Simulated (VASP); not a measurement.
# BeCr3 (Pm-3m) in VASP: a series of runs

One crystal, BeCr3, is run at these levels: PBEsol+U; tasks: relaxation of cell and atoms.

All numbers are computed with VASP 6.6.1; they aren't measurements. Logs are shortened: lines on timing, memory, paths and dates and some standing lists are left out, and cuts for length are marked.

## (1) Starting point

Symmetry: Pm-3m, No. 221, cubic system. The conventional cell has a = 3.511 Å, b = 3.511 Å, c = 3.511 Å, α = 90.00°, β = 90.00°, γ = 90.00°. Cr (site symmetry 4/mmm) has 8 Cr at 2.48 Å and 4 Be at 2.48 Å as nearest neighbours. Around Be (site symmetry m-3m) lie 12 Cr at 2.48 Å.

The cell comes from a database or a generator and needn't be the stable form of this composition.

## (2) Relaxation of cell and atoms, PBEsol+U, collinear spin, ferromagnetic start

The input, INCAR:

```
SYSTEM = BeCr3
ALGO = Normal
EDIFF = 1E-6
EDIFFG = -0.02
ENCUT = 600
GGA = PS
IBRION = 2
ISIF = 3
ISMEAR = -1
ISPIN = 2
LASPH = .TRUE.
LCHARG = .FALSE.
LDAU = .TRUE.
LDAUJ = 0 0
LDAUL = 2 -1
LDAUPRINT = 1
LDAUTYPE = 2
LDAUU = 3 0
LMAXMIX = 4
LORBIT = 11
LREAL = .FALSE.
LWAVE = .FALSE.
MAGMOM = 3 3 3 0
NELM = 150
NSW = 40
PREC = Accurate
SIGMA = 0.05
```

The input, KPOINTS:

```
k-points
0
G
  6 6 6
  0 0 0
```

The input, POSCAR:

```
BeCr3
1.0
    3.5112140000      0.0000000000      0.0000000000
    0.0000000000      3.5112140000      0.0000000000
    0.0000000000      0.0000000000      3.5112140000
Cr Be
3 1
Direct
    0.5000000000      0.5000000000      0.0000000000
    0.5000000000      0.0000000000      0.5000000000
    0.0000000000      0.5000000000      0.5000000000
    0.0000000000      0.0000000000      0.0000000000
```

Potentials or basis: VASP PAW PBE potentials, release 64 (Cr_pv, Be).

The run is started by

```console
$ cat potpaw_PBE.64/Cr_pv/POTCAR potpaw_PBE.64/Be/POTCAR > POTCAR
$ mpirun -np 1 vasp_std > vasp.out
```

OUTCAR:

```text
SYSTEM = BeCr3
   EDIFF = 1E-6
   EDIFFG = -0.02
   ENCUT = 600
   GGA = PS
   IBRION = 2
   ISIF = 3
   ISMEAR = -1
   ISPIN = 2
   LASPH = .TRUE.
   LORBIT = 11
   LREAL = .FALSE.
   NELM = 150
   NSW = 40
   PREC = Accurate

 ion  position               nearest neighbor table
   1  0.500  0.500  0.000-   2 2.48   3 2.48   4 2.48   2 2.48   3 2.48   2 2.48   4 2.48   2 2.48
                             3 2.48   4 2.48   3 2.48   4 2.48
   2  0.500  0.000  0.500-   1 2.48   3 2.48   4 2.48   1 2.48   4 2.48   1 2.48   3 2.48   1 2.48
                             3 2.48   4 2.48   4 2.48   3 2.48
   3  0.000  0.500  0.500-   1 2.48   2 2.48   4 2.48   1 2.48   4 2.48   2 2.48   4 2.48   4 2.48
                             1 2.48   2 2.48   1 2.48   2 2.48
   4  0.000  0.000  0.000-   1 2.48   2 2.48   3 2.48   2 2.48   3 2.48   1 2.48   3 2.48   3 2.48
                             1 2.48   2 2.48   2 2.48   1 2.48

  LATTYP: Found a simple cubic cell.
 ALAT       =     3.5112140000

  Lattice vectors:

 A1 = (   3.5112140000,   0.0000000000,   0.0000000000)
 A2 = (   0.0000000000,   3.5112140000,   0.0000000000)
 A3 = (   0.0000000000,   0.0000000000,   3.5112140000)

Analysis of symmetry for initial positions (statically):
=====================================================================
 Subroutine PRICEL returns:
 Original cell was already a primitive cell.

 Routine SETGRP: Setting up the symmetry group for a
 simple cubic supercell.

 Subroutine GETGRP returns: Found 48 space group operations
 (whereof 48 operations were pure point group operations)
 out of a pool of 48 trial point group operations.

The static configuration has the point symmetry O_h .

Analysis of symmetry for dynamics (positions and initial velocities):
=====================================================================
 Subroutine PRICEL returns:
 Original cell was already a primitive cell.

 Routine SETGRP: Setting up the symmetry group for a
 simple cubic supercell.

 Subroutine GETGRP returns: Found 48 space group operations
 (whereof 48 operations were pure point group operations)
 out of a pool of 48 trial point group operations.

The dynamic configuration has the point symmetry O_h .

Analysis of structural, dynamic, and magnetic symmetry:
[... 150 lines left out ...]
   NGX = 15   NGY = 15   NGZ = 15

--------------------------------------- Ionic step        1  -------------------------------------------

 number of electron      37.9999983 magnetization       4.2281298

 Free energy of the ion-electron system (eV)
  ---------------------------------------------------
  ext. energy  EPLUGINS =         0.00000000
  ---------------------------------------------------
  free energy    TOTEN  =       -23.02421707 eV

  energy without entropy =      -22.98298016  energy(sigma->0) =      -23.00359861

------------------------ aborting loop EDIFF was not reached (unconverged)  ----------------------------

  FORCE on cell =-STRESS in cart. coord.  units (eV):
  Direction    XX          YY          ZZ          XY          YZ          ZX
  --------------------------------------------------------------------------------------
  -------------------------------------------------------------------------------------
  Total        0.5906294      0.5906294      0.5906294      0.0000000      0.0000000      0.0000000
  in kB       21.8601824     21.8601824     21.8601824      0.0000000      0.0000000      0.0000000
  external PRESSURE =      21.8601824 kB  Pullay stress =       0.0000000 kB
[... 25 lines left out ...]
--------------------------------------- Ionic step        2  -------------------------------------------

 number of electron      37.9999970 magnetization       5.5885859

------------------------ aborting loop EDIFF was not reached (unconverged)  ----------------------------

  FORCE on cell =-STRESS in cart. coord.  units (eV):
  Direction    XX          YY          ZZ          XY          YZ          ZX
  --------------------------------------------------------------------------------------
  -------------------------------------------------------------------------------------
  Total        1.7863232      1.7863232      1.7863232      0.0000000      0.0000000     -0.0000000
  in kB       64.7218142     64.7218142     64.7218142      0.0000000      0.0000000     -0.0000000
  external PRESSURE =      64.7218142 kB  Pullay stress =       0.0000000 kB
[... 278 lines left out ...]
--------------------------------------- Ionic step        7  -------------------------------------------

 number of electron      38.0000079 magnetization      12.1504712

 Free energy of the ion-electron system (eV)
  ---------------------------------------------------
  ext. energy  EPLUGINS =         0.00000000
  ---------------------------------------------------
  free energy    TOTEN  =       -24.26229590 eV

  energy without entropy =      -24.22536835  energy(sigma->0) =      -24.24383212

 E-fermi :   6.2267     XC(G=0): -11.1177

 val. band max:        6.2256940288   @ k =   0.3333   0.3333   0.1667
 cond. band min:       6.2964782486   @ k =   0.5000   0.3333   0.3333
 fundamental gap:      0.0707842198
 Fermi energy:         6.2266953948

 spin component 1

 k-point     1 :       0.0000    0.0000    0.0000
  band No.  band energies     occupation
      1     -37.4124      1.00000
      2     -37.4124      1.00000
      3     -37.4124      1.00000
      4     -37.2150      1.00000
      5     -37.2150      1.00000
      6     -37.2150      1.00000
[... 609 lines left out ...]
     27       6.3472      0.08241
     28       6.3472      0.08241
 Fermi energy:         6.2266953948

 spin component 2

 k-point     1 :       0.0000    0.0000    0.0000
  band No.  band energies     occupation
      1     -33.7649      1.00000
      2     -33.7649      1.00000
      3     -33.7649      1.00000
      4     -33.5114      1.00000
      5     -33.5114      1.00000
      6     -33.5114      1.00000
[... 640 lines left out ...]
  FREE ENERGIE OF THE ION-ELECTRON SYSTEM (eV)
  ---------------------------------------------------
  free  energy   TOTEN  =       -24.2622958997 eV

  energy  without entropy=      -24.2253683493  energy(sigma->0) =      -24.24383212

 reached required accuracy - stopping structural energy minimisation

 total charge

# of ion       s       p       d       tot
------------------------------------------
    1        0.312   6.217   4.093  10.622
    2        0.312   6.217   4.093  10.622
    3        0.312   6.217   4.093  10.622
    4        0.399   0.460   0.000   0.859
--------------------------------------------------
tot          1.336  19.110  12.280  32.726

 magnetization (x)

# of ion       s       p       d       tot
------------------------------------------
    1        0.023   0.059   3.709   3.791
    2        0.023   0.059   3.709   3.791
    3        0.023   0.059   3.709   3.791
    4       -0.076  -0.089   0.000  -0.165
--------------------------------------------------
tot         -0.009   0.089  11.128  11.208
```

Run time: 11 min. Hardware: 1 thread of Intel Xeon 6975P-C (Granite Rapids), shared host; peak memory 0.21 GiB.

What came out:

```
Free energy                                           : -24.2623 eV
Relaxed volume                                        : 15.48 Å³/atom
Relaxed cell                                          : a = 3.956 Å, b = 3.956 Å, c = 3.956 Å, α = 90.00°, β = 90.00°, γ = 90.00°
Space group after relaxing (to 0.05 Å)                : Pm-3m (No. 221)
Energy gained by relaxing                             : 309.5 meV/atom
Ionic steps                                           : 7
Pressure after relaxing                               : 0.0 GPa
Band gap on the k mesh                                : none (metal or under the smearing width)
Net moment                                            : 12.15 μB per cell
Site moments                                          : Cr +3.79; Be -0.17 μB
Valence electrons inside the program's atomic spheres : Cr 10.62; Be 0.86
```

Step by step:
```
step  energy change (eV)  largest force (eV/Å)  pressure (GPa)  volume (Å³)
   1              0.0000                0.0000            2.19        43.29
   2              0.1103                0.0000            6.47        44.22
   3             -0.0616                0.0000            9.23        47.10
   4             -1.0108                0.0000           10.23        53.21
   5             -1.1941                0.0000           -2.71        67.00
   6             -1.2339                0.0000           -0.88        63.35
   7             -1.2381                0.0000            0.03        61.92
```

Final structure:
```xyz
4
Lattice="3.9562 0.0000 0.0000 0.0000 3.9562 0.0000 0.0000 0.0000 3.9562" Properties=species:S:1:pos:R:3 pbc="T T T"
Cr    1.9781    1.9781    0.0000
Cr    1.9781    0.0000    1.9781
Cr    0.0000    1.9781    1.9781
Be    0.0000    0.0000    0.0000
```

Levels at points of the mesh, in eV from the Fermi level:
Spin up:
| k point | band 23 | band 24 | band 25 | band 26 | band 27 | band 28 |
| --- | --- | --- | --- | --- | --- | --- |
| (0.00, 0.00, 0.00) | 0.45 | 0.45 | 0.45 | 0.68 | 0.68 | 0.68 |
| (0.50, 0.00, 0.00) | -1.04 | -1.04 | -0.68 | 0.45 | 4.42 | 4.42 |
| (0.50, 0.50, 0.00) | -0.97 | -0.92 | -0.66 | -0.17 | 1.17 | 1.17 |
| (0.50, 0.50, 0.50) | -0.99 | -0.99 | -0.69 | 0.12 | 0.12 | 0.12 |
Spin down:
```csv
k point,band 10,band 11,band 12,band 13,band 14,band 15,band 16,band 17
"(0.00, 0.00, 0.00)",-6.69,-1.29,0.62,0.62,1.40,1.40,1.40,1.48
"(0.50, 0.00, 0.00)",-4.61,-4.10,-0.15,0.47,0.47,1.89,1.96,2.47
"(0.50, 0.50, 0.00)",-3.12,-2.42,-2.42,-1.26,0.48,1.83,2.22,2.22
"(0.50, 0.50, 0.50)",-2.69,-0.69,-0.69,-0.69,-0.17,-0.17,-0.17,0.75
```

Eigenvalues of the final occupation matrices:
```tsv
site	spin	trace	eigenvalues
site 1 d	1	3.92	0.70 0.70 0.81 0.84 0.87
site 1 d	2	0.20	0.02 0.02 0.03 0.05 0.08
site 2 d	1	3.92	0.70 0.70 0.81 0.84 0.87
site 2 d	2	0.20	0.02 0.02 0.03 0.05 0.08
site 3 d	1	3.92	0.70 0.70 0.81 0.84 0.87
site 3 d	2	0.20	0.02 0.02 0.03 0.05 0.08
```

Caveat: the electronic state changed during the relaxation; the volume moved by over 15 % at a fixed basis, so the end points are rough; the PAW data sets were made with another functional, which shifts forces and pressure a little; the U is typed as a test and isn't derived for this compound.

## (3) Relaxation of cell and atoms, PBEsol+U, collinear spin, ferromagnetic start

Changes to INCAR since step 2:

```diff
@@ -17,3 +17,3 @@
 LDAUTYPE = 2
-LDAUU = 3 0
+LDAUU = 4 0
 LMAXMIX = 4
```

KPOINTS is that of step 2.

POSCAR is that of step 2.

Potentials or basis: VASP PAW PBE potentials, release 64 (Cr_pv, Be).

The run is started by

```console
$ cat potpaw_PBE.64/Cr_pv/POTCAR potpaw_PBE.64/Be/POTCAR > POTCAR
$ mpirun -np 1 vasp_std > vasp.out
```

Run time: 2.9 min. Hardware: 1 thread of Intel Xeon 6975P-C (Granite Rapids), shared host; peak memory 0.2 GiB.

It converged, with:

```yaml
Free_energy: -22.9482 eV
Relaxed_volume: 16.72 Å³/atom
Relaxed_cell: a = 4.059 Å, b = 4.059 Å, c = 4.059 Å, α = 90.00°, β = 90.00°, γ = 90.00°
Space_group_after_relaxing_to_0.05_Å: Pm-3m (No. 221)
Energy_gained_by_relaxing: 764.3 meV/atom
Ionic_steps: 4
Pressure_after_relaxing: 0.1 GPa
Net_moment: 13.54 μB per cell
Site_moments: Cr +4.11; Be -0.12 μB
Valence_electrons_inside_the_program's_atomic_spheres: Cr 10.63; Be 0.80
```

Step by step:
```
step  energy change (eV)  largest force (eV/Å)  pressure (GPa)  volume (Å³)
   1              0.0000                0.0000           12.51        43.29
   2             -1.8414                0.0000           27.27        48.80
   3             -3.0526                0.0000           -1.20        68.10
   4             -3.0573                0.0000            0.09        66.87
```

Final structure:
```yaml
crystal:
  lattice:
    - [4.05886, 0.00000, 0.00000]
    - [0.00000, 4.05886, 0.00000]
    - [0.00000, 0.00000, 4.05886]
  atoms:
    - { symbol: Cr, position: [0.50000, 0.50000, 0.00000] }
    - { symbol: Cr, position: [0.50000, 0.00000, 0.50000] }
    - { symbol: Cr, position: [0.00000, 0.50000, 0.50000] }
    - { symbol: Be, position: [0.00000, 0.00000, 0.00000] }
```

Levels at points of the mesh, in eV from the Fermi level:
Spin up:
```
           k point  band 22  band 23  band 24  band 25  band 26  band 27  band 28
(0.00, 0.00, 0.00)    -0.30     0.09     0.09     0.09     0.44     0.44     0.44
(0.50, 0.00, 0.00)    -1.22    -1.22    -1.19    -0.85     0.09     3.93     3.93
(0.50, 0.50, 0.00)    -1.51    -1.12    -1.02    -0.92    -0.36     0.80     0.80
(0.50, 0.50, 0.50)    -1.41    -1.08    -1.08    -0.99    -0.18    -0.18    -0.18
```
Spin down:
```tsv
k point	band 10	band 11	band 12	band 13	band 14	band 15
(0.00, 0.00, 0.00)	-6.35	-0.50	1.29	1.29	1.31	1.31
(0.50, 0.00, 0.00)	-4.44	-3.80	0.62	0.87	0.87	2.51
(0.50, 0.50, 0.00)	-3.03	-2.18	-2.18	-0.98	0.96	2.66
(0.50, 0.50, 0.50)	-2.42	-0.65	-0.65	-0.65	0.40	0.40
```

Eigenvalues of the final occupation matrices:
| site | spin | trace | eigenvalues |
| --- | --- | --- | --- |
| site 1 d | 1 | 4.11 | 0.78 0.78 0.83 0.84 0.88 |
| site 1 d | 2 | 0.08 | 0.01 0.01 0.02 0.02 0.02 |
| site 2 d | 1 | 4.11 | 0.78 0.78 0.83 0.84 0.88 |
| site 2 d | 2 | 0.08 | 0.01 0.01 0.02 0.02 0.02 |
| site 3 d | 1 | 4.11 | 0.78 0.78 0.83 0.84 0.88 |
| site 3 d | 2 | 0.08 | 0.01 0.01 0.02 0.02 0.02 |

Caveat: the electronic state changed during the relaxation; the volume moved by over 15 % at a fixed basis, so the end points are rough; the bands computed are all filled at some k points, so no gap is given; the PAW data sets were made with another functional, which shifts forces and pressure a little; the U is typed as a test and isn't derived for this compound. The state reached can hang on the start; a lower one may exist.

## (4) Relaxation of cell and atoms, PBEsol+U, collinear spin, ferromagnetic start

Changes to INCAR since step 3:

```diff
@@ -17,3 +17,3 @@
 LDAUTYPE = 2
-LDAUU = 4 0
+LDAUU = 5 0
 LMAXMIX = 4
```

KPOINTS is that of step 3.

POSCAR is that of step 3.

The run is started by

```console
$ cat potpaw_PBE.64/Cr_pv/POTCAR potpaw_PBE.64/Be/POTCAR > POTCAR
$ mpirun -np 1 vasp_std > vasp.out
```

It took 6 min on 1 thread of Intel Xeon 6975P-C (Granite Rapids), shared host; peak memory 0.21 GiB.

The run converged. Its results:

```
Free energy                                           : -21.7936 eV
Relaxed volume                                        : 16.95 Å³/atom
Relaxed cell                                          : a = 4.078 Å, b = 4.078 Å, c = 4.078 Å, α = 90.00°, β = 90.00°, γ = 90.00°
Space group after relaxing (to 0.05 Å)                : Pm-3m (No. 221)
Energy gained by relaxing                             : 1077.9 meV/atom
Ionic steps                                           : 14
Pressure after relaxing                               : 0.2 GPa
Net moment                                            : 13.84 μB per cell
Site moments                                          : Cr +4.20; Be -0.13 μB
Valence electrons inside the program's atomic spheres : Cr 10.66; Be 0.80
```

Step by step:
```csv
step,energy change (eV),largest force (eV/Å),pressure (GPa),volume (Å³)
1,0.0000,0.0000,42.53,43.29
2,-4.2504,0.0000,4.96,63.90
3,-4.2872,0.0000,3.03,65.36
4,-4.3114,0.0000,-0.39,68.36
5,-4.3116,0.0000,0.26,67.78
6,-4.3116,0.0000,0.21,67.78
7,-4.3116,0.0000,0.24,67.79
8,-4.3116,0.0000,0.24,67.79
9,-4.3116,0.0000,0.25,67.79
10,-4.3116,0.0000,0.25,67.79
11,-4.3116,0.0000,0.25,67.79
12,-4.3116,0.0000,0.24,67.79
13,-4.3116,0.0000,0.22,67.79
14,-4.3116,0.0000,0.17,67.80
```

Final structure:
```
CELL_PARAMETERS angstrom
4.07762 0.00000 0.00000
0.00000 4.07762 0.00000
0.00000 0.00000 4.07762
ATOMIC_POSITIONS crystal
Cr 0.50000 0.50000 0.00000
Cr 0.50000 0.00000 0.50000
Cr 0.00000 0.50000 0.50000
Be 0.00000 0.00000 0.00000
```

Levels at points of the mesh, in eV from the Fermi level:
Spin up:
```tsv
k point	band 22	band 23	band 24	band 25	band 26	band 27	band 28
(0.00, 0.00, 0.00)	-0.50	-0.15	-0.15	-0.15	0.43	0.43	0.43
(0.50, 0.00, 0.00)	-1.41	-1.41	-1.38	-1.05	-0.15	3.83	3.83
(0.50, 0.50, 0.00)	-1.68	-1.24	-1.19	-1.14	-0.48	0.62	0.62
(0.50, 0.50, 0.50)	-1.40	-1.26	-1.26	-1.04	-0.40	-0.40	-0.40
```
Spin down:
```csv
k point,band 10,band 11,band 12,band 13,band 14,band 15
"(0.00, 0.00, 0.00)",-6.28,-0.14,1.30,1.30,1.30,1.64
"(0.50, 0.00, 0.00)",-4.42,-3.71,0.98,1.05,1.05,2.85
"(0.50, 0.50, 0.00)",-3.02,-2.10,-2.10,-0.86,1.18,3.16
"(0.50, 0.50, 0.50)",-2.32,-0.65,-0.65,-0.65,0.69,0.69
```

Eigenvalues of the final occupation matrices:
```csv
site,spin,trace,eigenvalues
site 1 d,1,4.18,0.81 0.81 0.84 0.85 0.88
site 1 d,2,0.06,0.01 0.01 0.01 0.02 0.02
site 2 d,1,4.18,0.81 0.81 0.84 0.85 0.88
site 2 d,2,0.06,0.01 0.01 0.01 0.02 0.02
site 3 d,1,4.18,0.81 0.81 0.84 0.85 0.88
site 3 d,2,0.06,0.01 0.01 0.01 0.02 0.02
```

Caveat: the electronic state changed during the relaxation; the volume moved by over 15 % at a fixed basis, so the end points are rough; the bands computed are all filled at some k points, so no gap is given; the PAW data sets were made with another functional, which shifts forces and pressure a little; the U is typed as a test and isn't derived for this compound. The state reached can hang on the start; a lower one may exist.

(Part 1 of 2 ends here.)
